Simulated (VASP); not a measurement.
An input for Ansatz (written as the equivalent of a VASP run, and not itself run):

Ansatz 0.2 input:
```yaml
crystal:
  lattice:
    - [0.0000000, 3.2350000, 3.2350000]
    - [3.2350000, 0.0000000, 3.2350000]
    - [3.2350000, 3.2350000, 0.0000000]
  atoms:
    - { symbol: Na, position: [0.0000000, 0.0000000, 0.0000000] }
    - { symbol: I, position: [0.5000000, 0.5000000, 0.5000000] }
kpoints:
  mp_grid: { grid: [7, 7, 7] }
hamiltonian:
  xc: pbesol
  pseudopotentials: { kind: paw }
scf:
  occupations: { method: gaussian, width: 0.05 }
  max_iter: 100
relax:
  max_steps: 60
  f_tol: 0.01
  cell: {}
output: { forces: true, stress: true, eigenvalues: true }
```

**Question.** Write the VASP files for the same calculation (PBEsol).

**Answer.** This is not unique; one that fits is 
KPOINTS:
```
Regular mesh
0
Gamma
7 7 7
0 0 0
```

**INCAR**
```
ALGO  =  Normal
EDIFF  =  1E-6
EDIFFG  =  -0.01
ENCUT  =  480
GGA  =  PS
IBRION  =  2
ISIF  =  3
ISMEAR  =  0
LASPH  =  .TRUE.
LCHARG  =  .FALSE.
LMAXMIX  =  4
LREAL  =  .FALSE.
LWAVE  =  .FALSE.
NELM  =  100
NSW  =  60
PREC  =  Accurate
SIGMA  =  0.05
SYSTEM  =  NaI
```

### POSCAR
```
NaI
1
    0.0000000000     3.2350000000     3.2350000000
    3.2350000000     0.0000000000     3.2350000000
    3.2350000000     3.2350000000     0.0000000000
Na I
1 1
Direct
  0.0000000000   0.0000000000   0.0000000000
  0.5000000000   0.5000000000   0.5000000000
```

POTCAR, in this order: Na_pv I (PBE.64 set). Program: vasp_std.

What does not carry over: each code has its own PAW files, so the cut-off isn't converted (ENCUT is set for VASP's; basis.ecutwfc is left out, and Ansatz then takes the one that its files recommend); Ansatz stops its SCF on the density residual and VASP on the energy change (EDIFF).

The compound is NaI in the rock salt structure. This run relaxes it. Symmetry was kept, so distortions that lower it aren't found.
